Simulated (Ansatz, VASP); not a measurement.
## One calculation of RbHgBr2, two programs

File INCAR:

```
  PREC = Accurate
  ENCUT = 520
  EDIFF = 1E-6
  ISMEAR = 0
  SIGMA = 0.1
  LREAL = F
  LASPH = T
  NELM = 100
  ALGO = Normal
  ISIF = 2
  LWAVE = F
  LCHARG = F
  GGA = PE
  NBANDS = 26
```

The input KPOINTS:

```
Automatic mesh
0
Gamma
  4 4 4
```

Contents of POSCAR:

```
RbHgBr2
1.0
    5.3460000000      0.0000000000      0.0000000000
    0.0000000000      5.3460000000      0.0000000000
    0.0000000000      0.0000000000      4.9346513600
Rb Hg Br
1 1 2
Direct
    0.5000000000      0.5000000000      0.5000000000
    0.0000000000      0.0000000000      0.0000000000
    0.5000000000      0.0000000000      0.0000000000
    0.0000000000      0.5000000000      0.0000000000
```

Input for Ansatz:

```yaml
crystal:
  lattice:
    - [5.346, 0.0, 0.0]
    - [0.0, 5.346, 0.0]
    - [0.0, 0.0, 4.93465136]
  atoms:
    - { symbol: Rb, position: [0.5, 0.5, 0.5] }
    - { symbol: Hg, position: [0.0, 0.0, 0.0] }
    - { symbol: Br, position: [0.5, 0.0, 0.0] }
    - { symbol: Br, position: [0.0, 0.5, 0.0] }
basis:
  ecutwfc: 420
kpoints:
  mp_grid: { grid: [4, 4, 4] }
hamiltonian:
  xc: pbe
scf:
  occupations: { method: gaussian, width: 0.1 }
  lower_state_search: "off"
output:
  forces: true
  stress: true
  eigenvalues: true
```

Alike in both runs: task single point; functional PBE; k mesh 4 × 4 × 4; occupations gaussian, width 0.1 eV; no spin polarisation.

|  | VASP | Ansatz |
| --- | --- | --- |
| version | VASP 6.6.1 | Ansatz 0.2.0 |
| potentials or method | VASP PAW PBE potentials, release 64 (Rb_sv, Hg, Br) | scalar-relativistic, plane waves, PAW |
| plane-wave cutoff (eV) | 520 | 420 |
| valence electrons in the cell | 35 | 43 |

VASP gave:

```
gap on the k mesh at the Fermi level (eV)       : none
pressure (GPa)                                  : 5.7
largest component of the traceless stress (GPa) : 6.51
```

**Question.** Estimate Ansatz's values.

**Answer.** gap on the k mesh at the Fermi level (eV): none; pressure (GPa): 5.6; largest component of the traceless stress (GPa): 6.37.

A gap of «none» marks a metal or a gap that the smearing closes. The two sets of potentials don't hold the same shells in valence.

Caveats: an odd number of electrons without spin polarisation forces a metal; a magnetic or distorted state may lie lower. Spin-orbit coupling is left out, which matters for the levels of Hg.
